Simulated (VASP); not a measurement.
# HfPdSe3 (Pm-3m) in VASP: single point with PBE

Aim: the single point of HfPdSe3 with PBE.

Everything below comes from runs of VASP 6.6.1. Logs are shortened: lines on timing, memory, paths and dates and some standing lists are left out, and cuts for length are marked.

### Step 1. The cell of the first run

The structure is cubic, space group Pm-3m (No. 221). The conventional cell has a = 5.143 Å, b = 5.143 Å, c = 5.143 Å, α = 90.00°, β = 90.00°, γ = 90.00°. Hf (site symmetry m-3m) has 6 Se at 2.57 Å as nearest neighbours. Pd (site symmetry m-3m) has 12 Se at 3.64 Å as nearest neighbours. Se (site symmetry 4/mmm) has 2 Hf at 2.57 Å as nearest neighbours.

The cell was built by a generator and needn't be a form met in nature.

### Step 2. Single point, PBE, collinear spin, typed start (random cell by space group and Wyckoff sites (Pm-3m, No. 221))

Contents of INCAR:

```
SYSTEM = HfPdSe3
PREC = Accurate
ENCUT = 520
EDIFF = 1E-6
ISMEAR = 0
SIGMA = 0.1
LREAL = .False.
LASPH = .True.
NELM = 150
ALGO = Fast
ISIF = 2
LWAVE = .False.
LCHARG = .True.
ISPIN = 2
MAGMOM = 0 0.6 0.25 0.25 0.25
LORBIT = 11
LMAXMIX = 4
GGA = PE
LELF = .True.
LVHAR = .True.
NBANDS = 31
```

Contents of KPOINTS:

```
Automatic mesh
0
Gamma
  8 8 8
  0 0 0
```

Contents of POSCAR:

```
HfPdSe3
1.0
    5.1434819761      0.0000000000      0.0000000000
    0.0000000000      5.1434819761      0.0000000000
    0.0000000000      0.0000000000      5.1434819761
Hf Pd Se
1 1 3
Direct
    0.0000000000      0.0000000000      0.0000000000
    0.5000000000      0.5000000000      0.5000000000
    0.5000000000      0.0000000000      0.0000000000
    0.0000000000      0.5000000000      0.0000000000
    0.0000000000      0.0000000000      0.5000000000
```

Potentials or basis: VASP PAW PBE potentials, release 64 (Hf_pv, Pd, Se).

Run with:

```console
> cat potpaw_PBE.64/Hf_pv/POTCAR potpaw_PBE.64/Pd/POTCAR potpaw_PBE.64/Se/POTCAR > POTCAR
> mpirun -np 1 vasp_std > vasp.out
```

OUTCAR:

```text
SYSTEM = HfPdSe3
   PREC = Accurate
   ENCUT = 520
   EDIFF = 1E-6
   ISMEAR = 0
   LREAL = .False.
   LASPH = .True.
   NELM = 150
   ISIF = 2
   ISPIN = 2
   LORBIT = 11
   GGA = PE

 ion  position               nearest neighbor table
   1  0.000  0.000  0.000-   3 2.57   4 2.57   5 2.57   5 2.57   4 2.57   3 2.57
   2  0.500  0.500  0.500-
   3  0.500  0.000  0.000-   1 2.57   1 2.57
   4  0.000  0.500  0.000-   1 2.57   1 2.57
   5  0.000  0.000  0.500-   1 2.57   1 2.57

  LATTYP: Found a simple cubic cell.
 ALAT       =     5.1434819761

  Lattice vectors:

 A1 = (   5.1434819761,   0.0000000000,   0.0000000000)
 A2 = (   0.0000000000,   5.1434819761,   0.0000000000)
 A3 = (   0.0000000000,   0.0000000000,   5.1434819761)

Analysis of symmetry for initial positions (statically):
=====================================================================
 Subroutine PRICEL returns:
 Original cell was already a primitive cell.

 Routine SETGRP: Setting up the symmetry group for a
 simple cubic supercell.

 Subroutine GETGRP returns: Found 48 space group operations
 (whereof 48 operations were pure point group operations)
 out of a pool of 48 trial point group operations.

The static configuration has the point symmetry O_h .

Analysis of symmetry for dynamics (positions and initial velocities):
=====================================================================
 Subroutine PRICEL returns:
 Original cell was already a primitive cell.

 Routine SETGRP: Setting up the symmetry group for a
 simple cubic supercell.

 Subroutine GETGRP returns: Found 48 space group operations
 (whereof 48 operations were pure point group operations)
 out of a pool of 48 trial point group operations.

The dynamic configuration has the point symmetry O_h .

Analysis of structural, dynamic, and magnetic symmetry:
=====================================================================
 Subroutine PRICEL returns:
 Original cell was already a primitive cell.

 Routine SETGRP: Setting up the symmetry group for a
 simple cubic supercell.

 Subroutine GETGRP returns: Found 48 space group operations
 (whereof 48 operations were pure point group operations)
 out of a pool of 48 trial point group operations.

The overall configuration has the point symmetry O_h .

 Subroutine INISYM returns: Found 48 space group operations
 (whereof 48 operations are pure point group operations),
 and found     1 'primitive' translations

[... 136 lines left out ...]
 maximum number of plane-waves:      3743
 NGX is ok and might be reduce to    40
   NGX = 19   NGY = 19   NGZ = 19

 number of electron      38.0000011 magnetization       0.2159099

 number of electron      38.0000011 magnetization      -0.8145475

 Free energy of the ion-electron system (eV)
  ---------------------------------------------------
  ext. energy  EPLUGINS =         0.00000000
  ---------------------------------------------------
  free energy    TOTEN  =       -26.04334894 eV

  energy without entropy =      -26.00766055  energy(sigma->0) =      -26.02550474

 E-fermi :   2.4193     XC(G=0):  -9.2522

 val. band max:        2.4166066579   @ k =   0.5000   0.0000   0.0000
 cond. band min:       2.4254158534   @ k =   0.3750   0.2500   0.2500
 fundamental gap:      0.0088091955
 Fermi energy:         2.4192940264

 spin component 1

 k-point     1 :       0.0000    0.0000    0.0000
  band No.  band energies     occupation
      1     -28.5639      1.00000
      2     -28.5639      1.00000
      3     -28.5639      1.00000
      4     -10.7614      1.00000
      5      -9.5921      1.00000
      6      -9.5921      1.00000
[... 805 lines left out ...]
     30      10.4994      0.00000
     31      11.0334      0.00000

 [... further k-points ...]

 spin component 2

 k-point     1 :       0.0000    0.0000    0.0000
  band No.  band energies     occupation
      1     -28.5527      1.00000
      2     -28.5527      1.00000
      3     -28.5527      1.00000
      4     -10.8735      1.00000
      5      -9.7152      1.00000
      6      -9.7152      1.00000
[... 805 lines left out ...]
     30      10.4530      0.00000
     31      10.9936      0.00000

 [... further k-points ...]

------------------------ aborting loop because EDIFF is reached ----------------------------------------

  FORCE on cell =-STRESS in cart. coord.  units (eV):
  Direction    XX          YY          ZZ          XY          YZ          ZX
  --------------------------------------------------------------------------------------
  -------------------------------------------------------------------------------------
  Total       -0.1591857     -0.1591857     -0.1591857      0.0000000      0.0000000      0.0000000
  in kB       -1.8743168     -1.8743168     -1.8743168      0.0000000      0.0000000      0.0000000
  external PRESSURE =      -1.8743168 kB  Pullay stress =       0.0000000 kB

 VOLUME and BASIS-vectors are now :
 -----------------------------------------------------------------------------
  energy-cutoff  :      520.00
  volume of cell :      136.07
      direct lattice vectors                 reciprocal lattice vectors
     5.143481976  0.000000000  0.000000000     0.194420823  0.000000000  0.000000000
     0.000000000  5.143481976  0.000000000     0.000000000  0.194420823  0.000000000
     0.000000000  0.000000000  5.143481976     0.000000000  0.000000000  0.194420823

 POSITION                                       TOTAL-FORCE (eV/Angst)
 -----------------------------------------------------------------------------------
      0.00000      0.00000      0.00000         0.000000      0.000000      0.000000
      2.57174      2.57174      2.57174         0.000000      0.000000      0.000000
      2.57174      0.00000      0.00000         0.000000      0.000000      0.000000
      0.00000      2.57174      0.00000         0.000000      0.000000      0.000000
      0.00000      0.00000      2.57174         0.000000      0.000000      0.000000
 -----------------------------------------------------------------------------------
    total drift:                               -0.000000      0.000000     -0.000000

  FREE ENERGIE OF THE ION-ELECTRON SYSTEM (eV)
  ---------------------------------------------------
  free  energy   TOTEN  =       -26.0433489411 eV

  energy  without entropy=      -26.0076605468  energy(sigma->0) =      -26.02550474

 total charge

# of ion       s       p       d       tot
------------------------------------------
    1        0.315   6.508   1.555   8.377
    2        0.099   0.052   8.709   8.860
    3        1.468   2.348   0.020   3.836
    4        1.468   2.348   0.020   3.836
    5        1.468   2.348   0.020   3.836
--------------------------------------------------
tot          4.819  13.603  10.324  28.746

 magnetization (x)

# of ion       s       p       d       tot
------------------------------------------
    1        0.001   0.002   0.017   0.021
    2        0.001   0.000  -0.381  -0.380
    3       -0.003  -0.100   0.000  -0.103
    4       -0.003  -0.100   0.000  -0.103
    5       -0.003  -0.100   0.000  -0.103
--------------------------------------------------
tot         -0.007  -0.299  -0.364  -0.669
```

OSZICAR:

```text
N       E                     dE             d eps       ncg     rms          rms(c)
DAV:   1     0.196292032336E+03    0.19629E+03   -0.16751E+04  4356   0.105E+03
DAV:   2    -0.136251235096E+02   -0.20992E+03   -0.19903E+03  5282   0.238E+02
DAV:   3    -0.270285772329E+02   -0.13403E+02   -0.13156E+02  5466   0.516E+01
DAV:   4    -0.272024139169E+02   -0.17384E+00   -0.17366E+00  5030   0.674E+00
DAV:   5    -0.272051023163E+02   -0.26884E-02   -0.26882E-02  5623   0.818E-01    0.510E+01
RMM:   6    -0.266499509255E+02    0.55515E+00   -0.24099E+00  4522   0.569E+00    0.330E+01
RMM:   7    -0.296524079036E+02   -0.30025E+01   -0.71977E+00  5609   0.864E+00    0.237E+01
RMM:   8    -0.258335380424E+02    0.38189E+01   -0.63771E+00  5121   0.883E+00    0.960E+00
RMM:   9    -0.260630769441E+02   -0.22954E+00   -0.52529E-01  4527   0.295E+00    0.349E+00
RMM:  10    -0.260594735653E+02    0.36034E-02   -0.92239E-02  4758   0.107E+00    0.204E+00
RMM:  11    -0.260453223356E+02    0.14151E-01   -0.23752E-02  4876   0.529E-01    0.104E+00
RMM:  12    -0.260432553518E+02    0.20670E-02   -0.13997E-02  5039   0.511E-01    0.390E-01
RMM:  13    -0.260436150881E+02   -0.35974E-03   -0.22945E-03  4669   0.230E-01    0.196E-01
RMM:  14    -0.260433986187E+02    0.21647E-03   -0.49387E-04  5063   0.103E-01    0.110E-01
RMM:  15    -0.260433530719E+02    0.45547E-04   -0.17742E-04  4926   0.536E-02    0.316E-02
RMM:  16    -0.260433510080E+02    0.20639E-05   -0.24087E-05  5289   0.250E-02    0.209E-02
RMM:  17    -0.260433488258E+02    0.21821E-05   -0.49341E-06  4842   0.995E-03    0.643E-03
RMM:  18    -0.260433489411E+02   -0.11528E-06   -0.11097E-06  3628   0.396E-03
   1 F= -.26043349E+02 E0= -.26025505E+02  d E =-.356884E-01  mag=    -0.8139
```

stdout:

```text
POSCAR found type information on POSCAR HfPdSe
 POSCAR found :  3 types and       5 ions
 scaLAPACK will be used
 LDA part: xc-table for (Slater+PW92), standard interpolation
 POSCAR, INCAR and KPOINTS ok, starting setup
 FFT: planning ... GRIDC
 FFT: planning ... GRID_SOFT
 FFT: planning ... GRID
 WAVECAR not read
 entering main loop
```

It took 4.8 min on 1 thread of Intel Xeon Platinum 8259CL at 2.50GHz (Skylake/Cascade Lake), shared host; peak memory 0.45 GiB.

What came out:

| Item | Value |
| --- | --- |
| Free energy | -26.0433 eV |
| Pressure | -0.2 GPa |
| Band gap on the k mesh | none (metal or under the smearing width) |
| Net moment | -0.81 μB per cell |
| Site moments | Hf +0.02; Pd -0.38; Se -0.10 μB |
| Valence electrons inside the program's atomic spheres | Hf 8.38; Pd 8.86; Se 3.84 |

Levels at points of the mesh, in eV from the Fermi level:
Spin up:
```
           k point  band 17  band 18  band 19  band 20  band 21  band 22
(0.00, 0.00, 0.00)    -0.67    -0.19    -0.19    -0.19     0.88     1.01
(0.50, 0.00, 0.00)    -0.55     0.06     0.20     0.20     0.95     3.19
(0.50, 0.50, 0.00)    -0.53    -0.22    -0.22     0.70     2.36     3.43
(0.50, 0.50, 0.50)    -0.53     0.54     0.54     0.54     1.00     3.75
```
Spin down:
| k point | band 16 | band 17 | band 18 | band 19 | band 20 | band 21 | band 22 | band 23 | band 24 | band 25 |
| --- | --- | --- | --- | --- | --- | --- | --- | --- | --- | --- |
| (0.00, 0.00, 0.00) | -0.91 | -0.91 | -0.30 | -0.30 | -0.30 | 0.83 | 1.00 | 1.00 | 1.00 | 3.26 |
| (0.50, 0.00, 0.00) | -0.86 | -0.80 | -0.17 | 0.00 | 0.00 | 0.96 | 3.09 | 3.26 | 3.34 | 3.34 |
| (0.50, 0.50, 0.00) | -0.80 | -0.78 | -0.46 | -0.46 | 0.52 | 2.30 | 3.38 | 3.38 | 3.47 | 4.37 |
| (0.50, 0.50, 0.50) | -0.78 | -0.78 | 0.37 | 0.37 | 0.37 | 0.94 | 3.75 | 3.75 | 3.75 | 6.53 |

Spin-orbit coupling is left out, which matters for the levels of Hf.
